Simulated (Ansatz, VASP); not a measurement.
# SnSe2 (1T-SnSe2 monolayer) in two plane-wave programs

One calculation is typed for both programs; each brings its own data sets. How far apart do they land? The cell is taken from a series of runs on this material, whose earlier steps may have relaxed, scaled, displaced or heated it; both programs get it as it stands.

Calculated with Ansatz 0.2.0; plane waves, with VASP 6.6.1 beside it; single point at PBE with D3(BJ).

## (1) Starting point

The cell holds 3 atoms: 2 Se and 1 Sn. Its edges and angles: a = 3.825 Å, b = 3.825 Å, c = 21.201 Å, α = 90.0°, β = 90.0°, γ = 120.0°. Vacuum lies along c.

As a file:

```
Se Sn
1.0
     3.82509    0.00000    0.00000
    -1.91255    3.31263    0.00000
     0.00000    0.00000   21.20064
Se Sn
2 1
Direct
  0.66667 0.33333 0.42452
  0.33333 0.66667 0.57548
  0.00000 0.00000 0.50000
```

## (2) VASP: single point, PBE with D3(BJ)

With cell and atoms fixed, the geometry can't cause a difference; cores, projectors, grids and the points listed under the comparison can.

Lines of VASP's logs that name or quote its potential files are left out, and so is its time.

INCAR reads:

```
SYSTEM = SnSe2
PREC = Accurate
ENCUT = 400
EDIFF = 1E-06
NELM = 120
ISMEAR = -1
SIGMA = 0.02585
LREAL = .FALSE.
ALGO = Normal
GGA = PE
IVDW = 12
NBANDS = 19
LORBIT = 11
LWAVE = .FALSE.
LCHARG = .FALSE.
ISIF = 2
LDIPOL = .TRUE.
IDIPOL = 3
DIPOL = 0.5 0.5 0.5
LVHAR = .TRUE.
LASPH = .TRUE.
GGA_COMPAT = .FALSE.
EFERMI = MIDGAP
NELMDL = -8
```

POSCAR reads:

```
SnSe2
1.0
    3.8250912786      0.0000000000      0.0000000000
   -1.9125456393      3.3126262190      0.0000000000
    0.0000000000      0.0000000000     21.2006439645
Se Sn
2 1
Direct
    0.6666666667      0.3333333333      0.4245154069
    0.3333333333      0.6666666667      0.5754845931
    0.0000000000      0.0000000000      0.5000000000
```

KPOINTS reads:

```
Automatic mesh
0
Gamma
12 12 1
0 0 0
```

The projector-augmented-wave data sets are Se and Sn_d (PBE family, release 64).

Run with:

```sh
> mpirun -np 1 vasp_std
```

Numbers of over 12 decimals in the logs are rounded to 6 here.

The log of the run:

```text
[banner, memory and clock lines left out]
running    1 mpi-ranks, on    1 nodes
 distrk:  each k-point on    1 cores,    1 groups
 distr:  one band on    1 cores,    1 groups

 POSCAR found type information on POSCAR SeSn
 POSCAR found :  2 types and       3 ions
 LDA part: xc-table for (Slater+PW92), standard interpolation
 POSCAR, INCAR and KPOINTS ok, starting setup
 FFT: planning ... GRIDC
 FFT: planning ... GRID_SOFT
 FFT: planning ... GRID
 WAVECAR not read
 entering main loop
       N       E                     dE             d eps       ncg     rms          rms(c)
DAV:   1     0.169096093840E+03    0.16910E+03   -0.99605E+03   842   0.917E+02
DAV:   2     0.552742958728E+01   -0.16357E+03   -0.16025E+03   991   0.222E+02
DAV:   3    -0.116618680620E+02   -0.17189E+02   -0.17068E+02   881   0.880E+01
DAV:   4    -0.121194803906E+02   -0.45761E+00   -0.45723E+00   959   0.173E+01
DAV:   5    -0.121310250357E+02   -0.11545E-01   -0.11544E-01  1048   0.260E+00
DAV:   6    -0.121311327510E+02   -0.10772E-03   -0.10771E-03   997   0.216E-01
DAV:   7    -0.121311357331E+02   -0.29821E-05   -0.29821E-05  1056   0.354E-02
DAV:   8    -0.121311357764E+02   -0.43302E-07   -0.43351E-07   872   0.409E-03    0.482E+00
DAV:   9    -0.118746947944E+02    0.25644E+00   -0.57647E-01  1104   0.779E+00    0.313E+00
DAV:  10    -0.118576941873E+02    0.17001E-01   -0.21945E-01   875   0.307E+00    0.546E-01
DAV:  11    -0.118542563874E+02    0.34378E-02   -0.23606E-02   942   0.155E+00    0.283E-01
DAV:  12    -0.118544726387E+02   -0.21625E-03   -0.22436E-03   865   0.306E-01    0.613E-02
DAV:  13    -0.118544557019E+02    0.16937E-04   -0.12861E-04  1053   0.107E-01    0.308E-02
DAV:  14    -0.118544456655E+02    0.10036E-04   -0.10853E-04   923   0.501E-02    0.118E-02
DAV:  15    -0.118544677572E+02   -0.22092E-04   -0.54424E-06   852   0.122E-02    0.949E-03
DAV:  16    -0.118545895633E+02   -0.12181E-03   -0.29754E-05   763   0.165E-02    0.556E-03
DAV:  17    -0.118546658320E+02   -0.76269E-04   -0.60365E-06   741   0.782E-03    0.538E-03
DAV:  18    -0.118547041540E+02   -0.38322E-04   -0.16152E-06   778   0.632E-03    0.177E-03
DAV:  19    -0.118547161248E+02   -0.11971E-04   -0.19661E-07   794   0.276E-03    0.566E-04
DAV:  20    -0.118547205068E+02   -0.43820E-05   -0.13554E-07   660   0.137E-03    0.736E-04
DAV:  21    -0.118547217114E+02   -0.12046E-05   -0.61725E-08   787   0.137E-03    0.223E-04
DAV:  22    -0.118547222245E+02   -0.51311E-06   -0.19223E-08   762   0.539E-04
   1 F= -.12612565E+02 E0= -.12612565E+02  d E =-.207683E-07
```

Parts of OUTCAR (step 2):

```text
ion  position               nearest neighbor table
   1  0.667  0.333  0.425-   3 2.73   3 2.73   3 2.73
   2  0.333  0.667  0.575-   3 2.73   3 2.73   3 2.73
   3  0.000  0.000  0.500-   1 2.73   2 2.73   2 2.73   1 2.73   1 2.73   2 2.73

  LATTYP: Found a hexagonal cell.
 ALAT       =     3.8250912786
 C/A-ratio  =     5.5425197519

 Subroutine GETGRP returns: Found 12 space group operations
 (whereof 12 operations were pure point group operations)

The static configuration has the point symmetry D_3d.

 Found     19 irreducible k-points:

   k-points           NKPTS =     19   k-points in BZ     NKDIM =     19   number of bands    NBANDS=     19

   dimension x,y,z NGX =    28 NGY =   28 NGZ =  140
   dimension x,y,z NGXF=    56 NGYF=   56 NGZF=  280

   ENCUT  =  400.0 eV  29.40 Ry    5.42 a.u.   6.24  6.24 34.57*2*pi/ulx,y,z

   NELECT =      26.0000    total number of electrons

 k-points in reciprocal lattice and weights: Automatic mesh
   0.00000000  0.00000000  0.00000000       0.007
   0.08333333  0.00000000  0.00000000       0.042
   0.16666667  0.00000000  0.00000000       0.042
   0.25000000  0.00000000  0.00000000       0.042
   0.33333333  0.00000000  0.00000000       0.042
   0.41666667  0.00000000  0.00000000       0.042
   0.50000000  0.00000000  0.00000000       0.021
   0.08333333  0.08333333  0.00000000       0.042
   0.16666667  0.08333333  0.00000000       0.083
[...]
0.33333333  0.25000000  0.00000000       0.083
   0.33333333  0.33333333  0.00000000       0.014

 dipolmoment           0.000000      0.000000      0.000000 electrons x Angstroem

 average (electrostatic) potential at core
       1 -60.4965       2 -60.4965       3-109.8454

 E-fermi :  -2.6795

 k-point     1 :       0.0000    0.0000    0.0000
  band No.  band energies     occupation
    ...
      9      -4.2565      2.00000
     10      -3.5354      2.00000
     11      -3.5354      2.00000
     12      -3.1478      2.00000
     13      -3.1478      2.00000
     14      -1.4847      0.00000
     15       0.0400      0.00000
     16       1.5467      0.00000
     17       1.5467      0.00000
     18       2.4757      0.00000
    ...

 k-point     2 :       0.0833    0.0000    0.0000
  band No.  band energies     occupation
    ...
      9      -4.2369      2.00000
     10      -4.1579      2.00000
     11      -3.7679      2.00000
     12      -3.5174      2.00000
     13      -3.0848      2.00000
     14      -1.1005      0.00000
     15       0.4829      0.00000
     16       1.3757      0.00000
     17       1.7083      0.00000
     18       2.6150      0.00000
    ...

 k-point     3 :       0.1667    0.0000    0.0000
  band No.  band energies     occupation
    ...
      9      -5.2359      2.00000
     10      -4.3407      2.00000
     11      -4.1938      2.00000
     12      -4.0570      2.00000
     13      -3.0882      2.00000
     14      -0.8375      0.00000
     15       0.7815      0.00000
     16       1.8602      0.00000
     17       2.0844      0.00000
     18       2.7683      0.00000
    ...

 Edisp (eV)   -0.75784

  Total      -0.00624    -0.00624     0.01437     0.00000     0.00000     0.00000
  in kB      -0.03721    -0.03721     0.08569     0.00000     0.00000     0.00000
  external pressure =        0.00 kB  Pullay stress =        0.00 kB

  energy-cutoff  :      400.00
  volume of cell :      268.64
      direct lattice vectors                 reciprocal lattice vectors
     3.825091279  0.000000000  0.000000000     0.261431670  0.150937645  0.000000000
    -1.912545639  3.312626219  0.000000000     0.000000000  0.301875290  0.000000000
     0.000000000  0.000000000 21.200643964     0.000000000  0.000000000  0.047168379

 POSITION                                       TOTAL-FORCE (eV/Angst)
 -----------------------------------------------------------------------------------
      1.91255      1.10421      9.00000         0.000000      0.000000     -0.014408
     -0.00000      2.20842     12.20064         0.000000     -0.000000      0.014408
      0.00000      0.00000     10.60032        -0.000000      0.000000      0.000000
 -----------------------------------------------------------------------------------
    total drift:                               -0.000000     -0.000000      0.000000

  FREE ENERGIE OF THE ION-ELECTRON SYSTEM (eV)
  ---------------------------------------------------
  free  energy   TOTEN  =       -12.6125652873 eV

  energy  without entropy=      -12.6125652665  energy(sigma->0) =      -12.61256528

 vacuum level on the upper side and lower side of the slab         2.890         2.890

 total charge
# of ion       s       p       d       tot
------------------------------------------
    1        1.483   2.306   0.025   3.814
    2        1.483   2.306   0.025   3.814
    3        1.057   1.005  10.094  12.156
--------------------------------------------------
tot          4.023   5.618  10.143  19.785

[... 3 further parts left out ...]
```

## (3) Ansatz: single point, PBE with D3(BJ)

Ansatz runs on its default PAW (the set named soft_2) files.

The same cell, functional, mesh and smearing now go to Ansatz, which takes its cutoff from its data sets.

input.yaml reads:

```yaml
crystal:
  lattice:
    - [3.8250912786, 0.0, 0.0]
    - [-1.9125456393, 3.312626219, 0.0]
    - [0.0, 0.0, 21.2006439645]
  atoms:
    - { symbol: Se, position: [0.6666666667, 0.3333333333, 0.4245154069] }
    - { symbol: Sn, position: [0.0, 0.0, 0.5] }
    - { symbol: Se, position: [0.3333333333, 0.6666666667, 0.5754845931] }
kpoints:
  mp_grid: { grid: [12, 12, 1] }
  band_path:
    path: [[0, 0, 0], [0.5, 0, 0], [0.33333333, 0.33333333, 0], [0, 0, 0]]
    npoints: 16
hamiltonian:
  xc: pbe
  dispersion: d3bj
scf:
  occupations: { method: fermi_dirac, width: 0.02585 }
  convergence: { dr2_threshold: 1.0e-10 }
efield:
  axis: 3
  dipole_correction: true
  ramp_position: 0.97
  ramp_width: 0.06
  amplitude: 0
output:
  dos: { projected: true, e_range: [-6, 5] }
  write_potential: true
  write_density: true
  volumetric_format: npy
  elf: true
```

Run with:

```sh
> ansatz run input.yaml --threads 2 --pin off --max-ram 3072MiB --backend cpu --events-out ev --progress --plain --runs-dir out
```

The log of the run:

```text
Engine: ansatz 0.2.0, x86_64-unknown-linux-gnu
Pseudopotentials: kind: paw
Pseudopotential: Se, paw, valence charge 16, recommended cutoff 420 eV (normal), Se.paw.azcp
Pseudopotential: Sn, paw, valence charge 14, recommended cutoff 420 eV (normal), Sn.paw.azcp
Functional definition: PBE
  parameter kappa = 0.804
  parameter beta = 0.066725
  exchange = pbe_x(kappa = kappa, mu = beta*pi^2/3)
  correlation = pbe_c(beta = beta)
Crystal: 3 atoms, lattice volume = 268.635 Å³
Basis set: ecut = 420 eV, 5231 PW (Γ)
Bands: 28, of which v1, the nominal top of the filled ones, is band 23 counted from 1 (22 counted from 0)
Symmetry: 6 space group operations
k-points: 19 of 144 (time reversal used)
Non-local potential: Se, projectors of the file, l = 0: 2, l = 1: 2, l = 2: 3, l = 3: 1
Non-local potential: Sn, projectors of the file, l = 0: 2, l = 1: 2, l = 2: 2, l = 3: 2
PAW form: soft (Blöchl's): semilocal exchange-correlation on the pseudo side does not see the compensation charge
PAW one-centre angular grid: Se, 590 points (default); XC on 64 Gauss nodes
PAW one-centre angular grid: Sn, 590 points (default); XC on 64 Gauss nodes
Initial density: superposition of atomic densities (neutral atoms: chi_scale 0, normalization atom), corrected by the library's trained network
Initial wavefunctions: pseudopotential atomic-orbital guess
Functional: x = pbe(κ = 0.804, μ = 0.219515), c = pbe(β = 0.066725)
SCF iter   1: F=—  HF=-16964.133579 eV  |F-HF|=—  |Δ(HF+E_count)|=         —  Δρ=8.76e-4  dr2=5.12e-3  ethr=1.77e-3  p=0.000 e·Å  D=4.08e-14 V/Å  ΔV_dip=-0.00 eV  dr2_dipole=4.84e-8  V_vac-E_F(+/−)=5.47/5.47 eV  ⟨swp⟩=9.2  Hψ=2745  notcnv=0
efield: sawtooth ramp at fractional position 0.9700 (set: `efield.ramp_position`, or a place that a band, a saddle search or an elastic batch's reference lends), width 0.0600; the density the first Hamiltonian is built on has a dipole p = 0.000 e·Å; the dipole correction subtracts the counter field D = 4.08e-14 V/Å, which shifts the + side's vacuum level by -0.00 eV against the − side's; the planar-averaged density in the ramp window peaks in size at 5.4e-6 e/Å³
preconditioner: auto → Resta (q_TF=auto, 2.033 Å⁻¹)  ε∞=1.9  [insulator: Δε(μ)=0.778 eV  Ē_g=9.657 eV  σ=0.026 eV  W_gap=1.00  n_scr=42 (ndim 8)  ℏωp=9.1 eV  f_vac=0.689  D(μ)=0.00/eV (n_scr^D=0)  ε∞_Penn≈1.9  vacuum switching on, ρ_ref=6.8e-3 e/Å³]
SCF iter   2: F=—  HF=-16964.134813 eV  |F-HF|=—  |Δ(HF+E_count)|=   1.23e-3  Δρ=4.93e-4  dr2=1.14e-3  ethr=1.11e-5  p=-0.000 e·Å  D=-6.94e-5 V/Å  ΔV_dip=0.00 eV  dr2_dipole=3.20e-7  V_vac-E_F(+/−)=5.55/5.55 eV  ⟨swp⟩=3.6  Hψ=1434  notcnv=0  defer=16
SCF iter   3: F=—  HF=-16964.134915 eV  |F-HF|=—  |Δ(HF+E_count)|=   1.02e-4  Δρ=2.67e-4  dr2=1.60e-4  ethr=2.48e-6  p=0.000 e·Å  D=6.19e-5 V/Å  ΔV_dip=-0.00 eV  dr2_dipole=3.28e-7  V_vac-E_F(+/−)=5.55/5.55 eV  ⟨swp⟩=2.0  Hψ=674  notcnv=0  defer=16
SCF iter   4: F=—  HF=-16964.135373 eV  |F-HF|=—  |Δ(HF+E_count)|=   4.58e-4  Δρ=1.22e-4  dr2=1.10e-4  ethr=3.47e-7  p=-0.001 e·Å  D=-5.19e-4 V/Å  ΔV_dip=0.01 eV  dr2_dipole=2.15e-5  V_vac-E_F(+/−)=5.57/5.56 eV  ⟨swp⟩=2.5  Hψ=858  notcnv=0  defer=16
SCF iter   5: F=—  HF=-16964.135357 eV  |F-HF|=—  |Δ(HF+E_count)|=   1.64e-5  Δρ=7.24e-5  dr2=5.31e-5  ethr=2.38e-7  p=0.001 e·Å  D=3.87e-4 V/Å  ΔV_dip=-0.01 eV  dr2_dipole=1.19e-5  V_vac-E_F(+/−)=5.56/5.57 eV  ⟨swp⟩=2.3  Hψ=653  notcnv=0  defer=16
SCF iter   6: F=—  HF=-16964.135351 eV  |F-HF|=—  |Δ(HF+E_count)|=   6.07e-6  Δρ=3.46e-5  dr2=3.87e-6  ethr=1.15e-7  p=-0.000 e·Å  D=-1.61e-7 V/Å  ΔV_dip=0.00 eV  dr2_dipole=1.22e-14  V_vac-E_F(+/−)=5.56/5.56 eV  ⟨swp⟩=1.6  Hψ=536  notcnv=0  defer=16
SCF iter   7: F=—  HF=-16964.135383 eV  |F-HF|=—  |Δ(HF+E_count)|=   3.24e-5  Δρ=4.49e-6  dr2=5.96e-8  ethr=8.42e-9  p=-0.000 e·Å  D=-4.21e-6 V/Å  ΔV_dip=0.00 eV  dr2_dipole=2.91e-11  V_vac-E_F(+/−)=5.57/5.57 eV  ⟨swp⟩=2.0  Hψ=770  notcnv=0  defer=16
SCF iter   8: F=—  HF=-16964.135383 eV  |F-HF|=—  |Δ(HF+E_count)|=   1.53e-7  Δρ=1.26e-6  dr2=5.18e-9  ethr=1.30e-10  p=0.000 e·Å  D=1.77e-6 V/Å  ΔV_dip=-0.00 eV  dr2_dipole=4.67e-12  V_vac-E_F(+/−)=5.57/5.57 eV  ⟨swp⟩=2.0  Hψ=953  notcnv=0  defer=16
SCF iter   9: F=—  HF=-16964.135383 eV  |F-HF|=—  |Δ(HF+E_count)|=   1.14e-8  Δρ=3.19e-7  dr2=2.71e-10  ethr=1.13e-11  p=-0.000 e·Å  D=-2.51e-7 V/Å  ΔV_dip=0.00 eV  dr2_dipole=1.06e-13  V_vac-E_F(+/−)=5.57/5.57 eV  ⟨swp⟩=2.0  Hψ=954  notcnv=0  defer=16
SCF iter  10: F=-16964.135383 eV  HF=-16964.135383 eV  |F-HF|=7.28e-12  |Δ(HF+E_count)|=   1.84e-9  Δρ=6.22e-8  dr2=1.16e-11  ethr=1.00e-12  p=0.000 e·Å  D=9.80e-8 V/Å  ΔV_dip=-0.00 eV  dr2_dipole=2.43e-13  V_vac-E_F(+/−)=5.57/5.57 eV  ⟨swp⟩=9.1  Hψ=1598  notcnv=0
SCF 1 converged in 10 iterations: F = -16964.135383 eV  dr2 = 1.16e-11
  greatest PAW one-centre occupation: 1.000 electrons in one spin orbital (limit 2), on the Se atom at site 2 (counted from 0), in its partial waves of l = 2
NSCF: frozen V_eff on 49 k-points
efield: sawtooth ramp at fractional position 0.9700 (kept from the solve that this one continues, or follows in the run), width 0.0600; the density the first Hamiltonian is built on has a dipole p = 0.000 e·Å; the dipole correction subtracts the counter field D = 9.80e-8 V/Å, which shifts the + side's vacuum level by -0.00 eV against the − side's; the planar-averaged density in the ramp window peaks in size at 5.0e-6 e/Å³
WARN: The output density's exchange-correlation potential varies sharply where the density is thin. Do not read a vacuum level from v_tot or v_xc, or from such a field of the output density. On a cell that repeats whose density bears no net charge and no dipole along the vacuum's axis use v_es (v_loc + v_h of the components); under efield.dipole_correction with no amplitude use v_es + v_field, which holds any externa [...]
SCF converged after 10 iterations
Free energy (F): -16964.135383 eV
Harris-Foulkes:  -16964.135383 eV  (|F-HF|=7.28e-12)
Internal energy: -16964.135383 eV  (E = F + TS)
E sigma→0 (E₀):  -16964.135383 eV
Entropy (-TS):   -0.000000 eV (-0.000 meV/atom)
Fermi energy:    -1.543990 eV
Dipole field:    D = -0.000000 V/Å  (p = -0.000001 e·Å, saw-weighted, corrected)
Work function:   Φ+ = 5.5670 eV   Φ− = 5.5670 eV
Levels:          The Fermi level and band energies are counted from a zero that moves with the ramp; work functions are not
--- Per-component energies (eV) ---
  E_band       = -1313.884785
  E_kinetic    = 423.823878
  E_local      = -37228.092148  (includes V_loc(G=0)·N_el)
  E_nonlocal   = -1222.406510
  E_hartree    = 18464.143881
  E_xc         = -589.167766
  E_vxc        = -290.403642  (∫ρ·V_xc dr)
  E_paw        = -7963.857362  (= ΣΔE_a)
  E_vpaw       = 74.907140  (= ΣTr[D̂ρ^β])
  E_aug_tail   = -0.001210  (compensation charges beyond the density's cutoff)
  E_efield     = 0.000000  (sawtooth field / dipole correction)
  E_vefield    = 0.000000  (∫n·V_field dr)
  E_ewald      = 11152.179770
  E_disp       = -0.757917  (pairwise vdW)
  E_smearing   = -0.000000  (= −TS)
  E_closure    = 0.000000  (closes the sum)
  Σ components = -16964.135383   (vs F -16964.135383, Δ=0.00e0)
--- Band table (eV; the first three rows and the last of 19) ---
  k-point 0: bands = [... 19 lower, -2.4000, -2.4000, -2.0135, -2.0135, -0.3452, 1.1800, 2.6863, 2.6863, ... 1 higher]
  k-point 1: bands = [... 19 lower, -3.0226, -2.6323, -2.3823, -1.9507, 0.0375, 1.6223, 2.5141, 2.8475, ... 1 higher]
  k-point 2: bands = [... 19 lower, -3.2073, -3.0577, -2.9229, -1.9543, 0.2989, 1.9205, 2.9973, 3.2228, ... 1 higher]
  k-point 18: bands = [... 19 lower, -5.5840, -5.2184, -2.8277, -2.8277, -0.1574, 3.2648, 3.2648, 4.6374, ... 1 higher]
```

In the SCF lines HF is the Harris–Foulkes energy and dr2 the Hartree energy of the density residual, in eV; the loop may stop once dr2 is under the threshold and the program's other checks hold. Hψ counts applications of the Hamiltonian.

## (4) Differences

Known differences besides the potentials themselves: the data sets hold 46 valence electrons in Ansatz (on its default PAW (the set named soft_2) files) and 26 in VASP; the cutoff is 420 eV in Ansatz and 400 eV in VASP. Total energies have different zeros and are not compared.

The two programs side by side:

| quantity | Ansatz | VASP | difference |
| --- | --- | --- | --- |
| gap on the k mesh (eV) | 0.779 | 0.776 | +0.003 |

A gap on the mesh is an upper bound, since the band edges may lie between its points. With vacuum in the cell, a pressure given here is an average over mostly empty space and none of the material.

## (5) Outcome

```
difference in gap on the k mesh (single point, PBE with D3(BJ)) : 0.0030 eV
```

What this shows: The difference in gap on the k mesh is 0.0030 eV (single point, PBE with D3(BJ)), within the 0.08 eV picked in this series as the mark of a large difference. The data sets hold unlike numbers of valence electrons (46 in Ansatz and 26 in VASP), so part of the differences comes from the potentials. How closely two codes agree says nothing of how well the functional describes the real material.

[Lines on the potential files, build, host, timing and source positions are cut from VASP's logs without a mark.]

[Logs are printed without paths, hosts, clocks, repeated set-up lines and the standing remarks that a program may print on its own settings, such as how far it seeks lower states.]

[Hosts, paths, dates, database ids (printed as entryN), source tags and the programs' standing remarks are cut or masked in the printed files.]
